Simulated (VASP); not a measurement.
An input for Quantum ESPRESSO's pw.x (written as the equivalent of a VASP run, and not itself run):

```
&CONTROL
  calculation = 'vc-relax'
  pseudo_dir = './pseudo'
  outdir = './out'
  tprnfor = .true.
  tstress = .true.
  nstep = 60
  forc_conv_thr = 0.00078
/
&SYSTEM
  ibrav = 0
  nat = 5
  ntyp = 3
  ecutwfc = 84
  occupations = 'smearing'
  smearing = 'gaussian'
  degauss = 0.003675
  input_dft = 'vdw-df2-b86r'
/
&ELECTRONS
  conv_thr = 7.3e-08
  electron_maxstep = 100
/
&IONS
/
&CELL
/
ATOMIC_SPECIES
  K 39.098 K.upf
  Ta 180.948 Ta.upf
  O 15.999 O.upf
CELL_PARAMETERS angstrom
     3.9900000    0.0000000    0.0000000
     0.0000000    3.9900000    0.0000000
     0.0000000    0.0000000    3.9900000
ATOMIC_POSITIONS crystal
  K    0.0000000  0.0000000  0.0000000
  Ta   0.5000000  0.5000000  0.5000000
  O    0.5000000  0.0000000  0.5000000
  O    0.0000000  0.5000000  0.5000000
  O    0.5000000  0.5000000  0.0000000
K_POINTS automatic
  5 5 5 0 0 0
```

Write the VASP files for the same calculation (rev-vdW-DF2).

Several could match; the one computed here: 
**KPOINTS**
```
Automatic mesh
0
Gamma
5 5 5
0 0 0
```

### POSCAR
```
KTaO3
1
    3.9900000000     0.0000000000     0.0000000000
    0.0000000000     3.9900000000     0.0000000000
    0.0000000000     0.0000000000     3.9900000000
K Ta O
1 1 3
Direct
  0.0000000000   0.0000000000   0.0000000000
  0.5000000000   0.5000000000   0.5000000000
  0.5000000000   0.0000000000   0.5000000000
  0.0000000000   0.5000000000   0.5000000000
  0.5000000000   0.5000000000   0.0000000000
```

**INCAR**
```
AGGAC = 0.0
ALGO = Normal
EDIFF = 1E-6
EDIFFG = -0.02
ENCUT = 520
GGA = MK
IBRION = 2
ISIF = 3
ISMEAR = 0
LASPH = .True.
LCHARG = .False.
LMAXMIX = 6
LREAL = .False.
LUSE_VDW = .True.
LWAVE = .False.
NELM = 100
NSW = 60
PARAM1 = 0.1234568
PARAM2 = 0.7114
PREC = Accurate
SIGMA = 0.05
SYSTEM = KTaO3
ZAB_VDW = -1.8867
```

POTCAR, in this order: K_sv Ta_pv O (PBE.64 set). Program: vasp_std.

What does not carry over: the potentials are each code's own (VASP's PAW set, PseudoDojo norm-conserving files in pw.x), so ENCUT and ecutwfc are chosen apart and not converted; conv_thr bounds pw.x's estimated SCF error, while EDIFF bounds the energy change between steps; forc_conv_thr acts on force components and is met together with etot_conv_thr.

The compound is KTaO3 in the cubic perovskite structure. This run relaxes it. Symmetry was kept, so distortions that lower it aren't found. The start is the result of an earlier pass.
